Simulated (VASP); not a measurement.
All values below come from PBEsol GGA, VASP's PBE PAW potentials (set 64) (plane waves; VASP).

VASP ran on this input.

**INCAR**
```
# general
SYSTEM  = Hf
PREC    = Accurate
ENCUT   = 500   # plane-wave cut-off (eV)
LREAL   = .False.
LASPH   = .True.

# electronic loop
EDIFF   = 1E-6   # SCF stop (eV)
NELM    = 100   # most electronic steps
ALGO    = Normal   # blocked Davidson
LMAXMIX = 6   # l cut-off of mixed one-centre charges

# smearing
ISMEAR  = 1
SIGMA   = 0.1

# functional
GGA     = PS   # PBEsol

# ions
IBRION  = 2   # conjugate gradients
NSW     = 40
ISIF    = 3   # ions, shape and volume
EDIFFG  = -0.02   # ionic stop

# output
LWAVE   = .False.
LCHARG  = .False.
```

### KPOINTS
```
Automatic
0
Gamma
  13 13 7
0 0 0
```

POSCAR:
```
Hf
1.0
  1.5785036736  -2.7340485257   0.0000000000
  1.5785036736   2.7340485257   0.0000000000
  0.0000000000   0.0000000000   4.9915691177
Hf
2
direct
  0.3333330000   0.6666670000   0.2500000000
  0.6666670000   0.3333330000   0.7500000000
```

POTCAR, in this order: Hf_pv (PBE.64 set). Program: vasp_std.

What VASP printed:

File OSZICAR:
```
       N       E                     dE             d eps       ncg     rms          rms(c)
DAV:   1     0.461926159953E+02    0.46193E+02   -0.11605E+04  2360   0.133E+03
DAV:   2    -0.197295917336E+02   -0.65922E+02   -0.64733E+02  2946   0.267E+02
DAV:   3    -0.217407514281E+02   -0.20112E+01   -0.19796E+01  3144   0.309E+01
DAV:   4    -0.217584356734E+02   -0.17684E-01   -0.17669E-01  2718   0.365E+00
DAV:   5    -0.217586952760E+02   -0.25960E-03   -0.25958E-03  3224   0.355E-01    0.674E+01
DAV:   6    -0.212096388156E+02    0.54906E+00   -0.50168E-01  2478   0.536E+00    0.398E+01
DAV:   7    -0.210145281136E+02    0.19511E+00   -0.82759E-01  2540   0.661E+00    0.201E+00
DAV:   8    -0.210047458013E+02    0.97823E-02   -0.54471E-02  2622   0.180E+00    0.356E-01
DAV:   9    -0.210048483055E+02   -0.10250E-03   -0.11748E-03  3312   0.273E-01    0.212E-01
DAV:  10    -0.210048397672E+02    0.85383E-05   -0.46002E-05  2682   0.560E-02    0.257E-01
DAV:  11    -0.210048401008E+02   -0.33361E-06   -0.54590E-06  2946   0.186E-02
   1 F= -.21004840E+02 E0= -.21004585E+02  d E =-.210048E+02
```

OUTCAR:
```
------------------------ aborting loop because EDIFF is reached ----------------------------------------
  FORCE on cell =-STRESS in cart. coord.  units (eV):
  Direction    XX          YY          ZZ          XY          YZ          ZX
  --------------------------------------------------------------------------------------
  Total        0.0187270      0.0187270      0.0177068      0.0000000      0.0000000      0.0000000
  in kB        0.6964019      0.6964019      0.6584650      0.0000000      0.0000000      0.0000000
  external PRESSURE =       0.6837563 kB  Pullay stress =       0.0000000 kB
  volume of cell :       43.08
      direct lattice vectors                 reciprocal lattice vectors
     1.578503674 -2.734048526  0.000000000     0.316755677 -0.182878978  0.000000000
     1.578503674  2.734048526  0.000000000     0.316755677  0.182878978  0.000000000
     0.000000000  0.000000000  4.991569118     0.000000000  0.000000000  0.200337805
 POSITION                                       TOTAL-FORCE (eV/Angst)
 -----------------------------------------------------------------------------------
      1.57850      0.91135      1.24789        -0.000000      0.000000      0.000000
      1.57850     -0.91135      3.74368         0.000000     -0.000000      0.000000
 -----------------------------------------------------------------------------------
    total drift:                               -0.000004      0.000177     -0.000016
  FREE ENERGIE OF THE ION-ELECTRON SYSTEM (eV)
  ---------------------------------------------------
  free  energy   TOTEN  =       -21.0048401008 eV

  energy  without entropy=      -21.0040758467  energy(sigma->0) =      -21.00458535

 reached required accuracy - stopping structural energy minimisation
```
(Selected blocks of OUTCAR.)

The compound is Hf in the hcp structure. It was relaxed first.
